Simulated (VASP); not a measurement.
Input of a VASP 6.6.1 run:

INCAR

```
SYSTEM = H18SO8
PREC     = Accurate       ! precision mode
ENCUT    = 520            ! plane-wave cutoff, eV
EDIFF    = 1E-6           ! SCF threshold, eV
ISMEAR   = -1             ! smearing method
SIGMA    = 0.05           ! smearing width, eV
LREAL    = Auto         
LASPH    = .True.         ! aspherical terms in the spheres
NELM     = 100            ! most SCF steps
ALGO     = Normal         ! electronic algorithm
ISIF     = 2              ! what is computed and relaxed
LWAVE    = .False.        ! write WAVECAR
LCHARG   = .False.        ! write CHGCAR
GGA      = PE             ! functional
IVDW     = 12             ! dispersion correction
NBANDS   = 55             ! bands
```

Contents of KPOINTS:

```
regular mesh
0
Gamma
  1 1 1
  0 0 0
```

File POSCAR:

```
H18SO8
1.0
    6.6943300000      0.0000000000      0.0000000000
    0.0000000000      6.6943300000      0.0000000000
    0.0000000000      0.0000000000      6.6943300000
O H S
8 18 1
Direct
    0.3455416639      0.6448049963      0.2894930621
    0.6097861190      0.9337087565      0.1487954006
    0.9425224492      0.6506137924      0.3362414331
    0.8235283378      0.7189430377      0.8866214034
    0.8865413224     -0.0148887253      0.5578970715
    0.6578603518      0.3465757993      0.6830941013
    0.4347304660      0.7526869891      0.6831616343
    0.5324007078      0.3370881381      0.0924269837
    0.4225175335      0.7542341812      0.2255352789
    0.4022830591      0.5235478322      0.2267220926
    0.7078028245      0.9360032540      0.2567085374
    0.6840632616      0.8618843332      0.0392614761
    1.0869872938      0.6438068866      0.3031570095
    0.8756741548      0.6181993952      0.2107061587
    0.8601367214      0.8167805864      0.7825229543
    0.7397343896      0.6251363705      0.8121634805
    1.0145757511      0.0463609422      0.5931973808
    0.9176857482     -0.1324352385      0.4716286938
    0.6046239155      0.4271400712      0.5749655370
    0.7264865129      0.2342545570      0.6186438019
    0.4095186378      0.8945109254      0.6996609842
    0.3871256657      0.7179469270      0.5479338853
    0.5690657723      0.3555891218     -0.0486080329
    0.5678718914      0.1957997359      0.1189535494
    0.0363310115      0.3774992706      0.8687235835
    0.2710251433      0.2585116532      0.9991843595
    0.0948700941      0.1910043109      0.9224763794
```

Potentials or basis: VASP PAW PBE potentials, release 64 (O, H, S).

Run with:

```bash
$ cat potpaw_PBE.64/O/POTCAR potpaw_PBE.64/H/POTCAR potpaw_PBE.64/S/POTCAR > POTCAR
$ mpirun -np 1 vasp_gam > vasp.out
```

(1) What does it give for the largest force?

(2) Estimate the pressure.

(3) Predict the dispersion energy per atom.

(4) What does it give for the band gap on the k mesh?

## Answers

(1) 0.264 eV/Å.

(2) -0.2 GPa.

(3) -0.036 eV.

(4) 4.04 eV, direct.
